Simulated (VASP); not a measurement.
Input for VASP

**INCAR**
```
SYSTEM = ZrC
PREC = Accurate
ENCUT = 520
EDIFF = 1E-6
NELM = 100
ALGO = Normal
LREAL = .FALSE.
LASPH = .TRUE.
ISMEAR = 1
SIGMA = 0.1
GGA = PE
LMAXMIX = 4
LWAVE = .FALSE.
LCHARG = .FALSE.
ISIF = 2
```

KPOINTS:
```
Automatic mesh
0
Gamma
10 10 10
0 0 0
```

### POSCAR
```
ZrC
1
    0.0000000000     2.3499831572     2.3500079825
    2.3499621350     0.0000000000     2.3500159841
    2.3499577648     2.3499611703     0.0000000000
Zr C
1 1
Direct
  0.0000000000   0.0000000000   0.0000000000
  0.5000000000   0.5000000000   0.5000000000
```

POTCAR, in this order: Zr_sv C (PBE.64 set). Program: vasp_std.

Problem. One choice in this input is risky. Which, and does it do harm here?

Solution. The risk: the lattice vectors carry noise near SYMPREC. Here it does no harm: the run (PBE GGA, plane waves, VASP's PBE PAW potentials (set 64)) converges to the same energy and pressure as with the safe setting.
**OSZICAR**
```
       N       E                     dE             d eps       ncg     rms          rms(c)
DAV:   1     0.111952196531E+03    0.11195E+03   -0.90380E+03  2448   0.135E+03
DAV:   2    -0.169919173922E+02   -0.12894E+03   -0.12185E+03  2880   0.336E+02
DAV:   3    -0.226972149441E+02   -0.57053E+01   -0.56154E+01  3524   0.639E+01
DAV:   4    -0.229258186849E+02   -0.22860E+00   -0.22850E+00  3220   0.117E+01
DAV:   5    -0.229301598857E+02   -0.43412E-02   -0.43409E-02  3528   0.148E+00    0.212E+01
DAV:   6    -0.196011589375E+02    0.33290E+01   -0.16650E+01  2764   0.284E+01    0.811E+00
DAV:   7    -0.194701100809E+02    0.13105E+00   -0.76710E-01  2852   0.704E+00    0.591E+00
DAV:   8    -0.194630731723E+02    0.70369E-02   -0.14077E-01  2652   0.352E+00    0.141E+00
DAV:   9    -0.194585753117E+02    0.44979E-02   -0.31205E-02  3052   0.117E+00    0.444E-01
DAV:  10    -0.194589816070E+02   -0.40630E-03   -0.20730E-03  2856   0.571E-01    0.339E-01
DAV:  11    -0.194587636816E+02    0.21793E-03   -0.76825E-04  2696   0.211E-01    0.169E-02
DAV:  12    -0.194587626272E+02    0.10544E-05   -0.14121E-05  3412   0.388E-02    0.108E-02
DAV:  13    -0.194587621797E+02    0.44755E-06   -0.54813E-07  1556   0.687E-03
   1 F= -.19458762E+02 E0= -.19458878E+02  d E =0.346452E-03
```

The compound is ZrC in the rock salt structure. The cell was not relaxed at this level.
